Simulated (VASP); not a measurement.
Computed with PBE GGA, VASP's PBE PAW potentials (set 64) (plane waves; VASP).

VASP input:

File POSCAR:
```
SnO2
1
    4.8249118156     0.0000000000     0.0000000000
    0.0000000000     4.8249118156     0.0000000000
    0.0000000000     0.0000000000     3.2381019351
Sn O
2 4
Direct
  0.0000000000   0.0000000000   0.0000000000
  0.5000000000   0.5000000000   0.5000000000
  0.3070000000   0.3070000000   0.0000000000
  0.8070000000   0.1930000000   0.5000000000
  0.1930000000   0.8070000000   0.5000000000
  0.6930000000   0.6930000000   0.0000000000
```

**INCAR**
```
# general
SYSTEM   =  SnO2
PREC     =  Normal
ENCUT    =  400
LREAL    =  .False.
LASPH    =  .True.

# electronic loop
EDIFF    =  1E-5
NELM     =  100
NELMIN   =  4
ALGO     =  Fast
LMAXMIX  =  4

# smearing
ISMEAR   =  0
SIGMA    =  0.05

# functional
GGA      =  PE

# ions
IBRION   =  2
NSW      =  20
ISIF     =  2
EDIFFG   =  -0.03

# output
LWAVE    =  .False.
LCHARG   =  .False.
```

**KPOINTS**
```
Automatic mesh
0
Gamma
8 8 8
0 0 0
```

POTCAR, in this order: Sn O (PBE.64 set). Program: vasp_std.

Unless said otherwise, spin-orbit coupling is left out, though it shifts the bands of the heavy elements here.

What does the run give for the energy per atom (σ→0), band gap (on the k-mesh)?

The energy per atom (σ→0) is -6.273 eV/atom and the band gap (on the k-mesh) is 0.65 eV.

OSZICAR:
```
...
   1 F= -.37637547E+02 E0= -.37637547E+02  d E =-.376375E+02
       N       E                     dE             d eps       ncg     rms          rms(c)
DAV:   1    -0.376375299122E+02    0.16199E-04   -0.34399E-01  3480   0.488E+00    0.102E-01
RMM:   2    -0.376381641883E+02   -0.63428E-03   -0.71189E-03  3000   0.632E-01    0.398E-02
RMM:   3    -0.376381773135E+02   -0.13125E-04   -0.60721E-04  3103   0.191E-01    0.238E-02
RMM:   4    -0.376381676479E+02    0.96656E-05   -0.12649E-04  2975   0.840E-02    0.413E-03
RMM:   5    -0.376381699453E+02   -0.22974E-05   -0.23273E-05  1962   0.298E-02
   2 F= -.37638170E+02 E0= -.37638170E+02  d E =-.623074E-03
```

The compound is SnO2 in the rutile structure. This run relaxes the ions in a fixed cell. Symmetry was kept, so distortions that lower it aren't found.
